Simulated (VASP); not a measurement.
All values below come from PBE GGA, VASP's PBE PAW potentials (set 64) (plane waves; VASP).

VASP input:

**POSCAR**
```
Cs
1
   -6.1463707380     6.1463707380     6.1463707380
    6.1463707380    -6.1463707380     6.1463707380
    6.1463707380     6.1463707380    -6.1463707380
Cs
8
Direct
  0.0000000000   0.0000000000   0.0000000000
  0.0000000000   0.0000000000   0.5000000000
  0.0000000000   0.5000000000   0.0000000000
  0.0000000000   0.5000000000   0.5000000000
  0.5000000000   0.0000000000   0.0000000000
  0.5000000000   0.0000000000   0.5000000000
  0.5000000000   0.5000000000   0.0000000000
  0.5000000000   0.5000000000   0.5000000000
```

**INCAR**
```
# general
SYSTEM           = Cs
PREC             = Accurate
ENCUT            = 400
LREAL            = .False.
LASPH            = .True.

# electronic loop
EDIFF            = 1E-7
NELM             = 100
ALGO             = Normal
LMAXMIX          = 4

# smearing
ISMEAR           = 1
SIGMA            = 0.1

# functional
GGA              = PE

# ions
IBRION           = 6
NSW              = 1
ISIF             = 2
POTIM            = 0.015
NFREE            = 2

# output
LWAVE            = .False.
LCHARG           = .False.

# other
LPHON_DISPERSION = .True.
```

File KPOINTS:
```
Automatic mesh
0
Gamma
4 4 4
0 0 0
```

File QPOINTS:
```
k-points along high-symmetry lines
13
Line-mode
Cartesian
  0.000000   0.000000   0.000000 ! GAMMA
  0.000000   0.162698   0.000000 ! H

  0.000000   0.162698   0.000000 ! H
  0.081349   0.081349   0.000000 ! N

  0.081349   0.081349   0.000000 ! N
  0.000000   0.000000   0.000000 ! GAMMA

  0.000000   0.000000   0.000000 ! GAMMA
  0.081349   0.081349   0.081349 ! P

  0.081349   0.081349   0.081349 ! P
  0.000000   0.162698   0.000000 ! H

  0.081349   0.081349   0.081349 ! P
  0.081349   0.081349   0.000000 ! N
```

POTCAR, in this order: Cs_sv (PBE.64 set). Program: vasp_std.

The resulting files:

File OSZICAR:
```
       N       E                     dE             d eps       ncg     rms          rms(c)
DAV:   1     0.570633673427E+03    0.57063E+03   -0.21130E+04   712   0.100E+03
DAV:   2     0.846421116005E+02   -0.48599E+03   -0.48149E+03   984   0.204E+02
DAV:   3    -0.442322752330E+01   -0.89065E+02   -0.88773E+02   837   0.877E+01
DAV:   4    -0.672336938417E+01   -0.23001E+01   -0.22926E+01   808   0.182E+01
DAV:   5    -0.674476882469E+01   -0.21399E-01   -0.21375E-01   845   0.175E+00    0.373E-01
DAV:   6    -0.674889564422E+01   -0.41268E-02   -0.14903E-02   826   0.411E-01    0.250E-01
DAV:   7    -0.675591213924E+01   -0.70165E-02   -0.22367E-02   789   0.483E-01    0.105E-01
DAV:   8    -0.675718178902E+01   -0.12696E-02   -0.17204E-03   831   0.137E-01    0.239E-02
DAV:   9    -0.675719781657E+01   -0.16028E-04   -0.10077E-04   832   0.334E-02    0.796E-03
DAV:  10    -0.675719686266E+01    0.95391E-06   -0.88959E-06   815   0.690E-03    0.178E-03
DAV:  11    -0.675719567788E+01    0.11848E-05   -0.93722E-07   728   0.274E-03    0.826E-04
DAV:  12    -0.675719653487E+01   -0.85699E-06   -0.11382E-07   530   0.121E-03    0.121E-04
DAV:  13    -0.675719657770E+01   -0.42832E-07   -0.58045E-09   479   0.360E-04
   1 F= -.67571966E+01 E0= -.67494849E+01  d E =-.231349E-01
 Found     1 degrees of freedom:
       N       E                     dE             d eps       ncg     rms          rms(c)
DAV:   1    -0.675628468297E+01    0.91185E-03   -0.45378E-01  1133   0.234E+00    0.591E-02
DAV:   2    -0.675719088919E+01   -0.90621E-03   -0.98355E-03  1196   0.326E-01    0.287E-02
DAV:   3    -0.675718099391E+01    0.98953E-05   -0.84114E-05  1388   0.347E-02    0.201E-02
DAV:   4    -0.675716835519E+01    0.12639E-04   -0.55597E-05  1249   0.267E-02    0.716E-03
DAV:   5    -0.675716913425E+01   -0.77906E-06   -0.76457E-06  1307   0.885E-03    0.454E-03
DAV:   6    -0.675716910470E+01    0.29544E-07   -0.17129E-07  1033   0.169E-03
   2 F= -.67571691E+01 E0= -.67494581E+01  d E =-.231331E-01
       N       E                     dE             d eps       ncg     rms          rms(c)
DAV:   1    -0.675438307774E+01    0.27861E-02   -0.14178E+00  1130   0.393E+00    0.901E-02
DAV:   2    -0.675721529830E+01   -0.28322E-02   -0.30107E-02  1210   0.562E-01    0.428E-02
DAV:   3    -0.675719751857E+01    0.17780E-04   -0.25938E-04  1396   0.588E-02    0.303E-02
DAV:   4    -0.675716702308E+01    0.30495E-04   -0.14447E-04  1276   0.421E-02    0.108E-02
DAV:   5    -0.675716901501E+01   -0.19919E-05   -0.20030E-05  1299   0.142E-02    0.609E-03
DAV:   6    -0.675716911362E+01   -0.98613E-07   -0.49286E-07  1340   0.271E-03
   3 F= -.67571691E+01 E0= -.67494581E+01  d E =-.231331E-01
```

**OUTCAR**
```
------------------------ aborting loop because EDIFF is reached ----------------------------------------
  FORCE on cell =-STRESS in cart. coord.  units (eV):
  Direction    XX          YY          ZZ          XY          YZ          ZX
  --------------------------------------------------------------------------------------
  Total        0.0478707      0.0476040      0.0476040      0.0000000      0.0000000     -0.0000000
  in kB        0.0825779      0.0821179      0.0821179      0.0000000      0.0000000     -0.0000000
  external PRESSURE =       0.0822713 kB  Pullay stress =       0.0000000 kB
  volume of cell :      928.79
      direct lattice vectors                 reciprocal lattice vectors
    -6.146370738  6.146370738  6.146370738     0.000000000  0.081348819  0.081348819
     6.146370738 -6.146370738  6.146370738     0.081348819  0.000000000  0.081348819
     6.146370738  6.146370738 -6.146370738     0.081348819  0.081348819  0.000000000
 POSITION                                       TOTAL-FORCE (eV/Angst)
 -----------------------------------------------------------------------------------
     -0.01500      0.00000      0.00000         0.004239      0.000000      0.000000
      3.07319      3.07319     -3.07319        -0.001033     -0.001083      0.001083
      3.07319     -3.07319      3.07319        -0.001033      0.001083     -0.001083
      6.14637      0.00000      0.00000        -0.000411      0.000000      0.000000
     -3.07319      3.07319      3.07319        -0.001033      0.001083      0.001083
      0.00000      6.14637      0.00000         0.000152      0.000000      0.000000
      0.00000      0.00000      6.14637         0.000152      0.000000      0.000000
      3.07319      3.07319      3.07319        -0.001033     -0.001083     -0.001083
 -----------------------------------------------------------------------------------
    total drift:                                0.000298      0.000001      0.000001
  FREE ENERGIE OF THE ION-ELECTRON SYSTEM (eV)
  ---------------------------------------------------
  free  energy   TOTEN  =        -6.7571691136 eV

  energy  without entropy=       -6.7340360262  energy(sigma->0) =       -6.74945808
```
(Selected blocks of OUTCAR.)

The cell is a supercell, built from Cs (bcc).
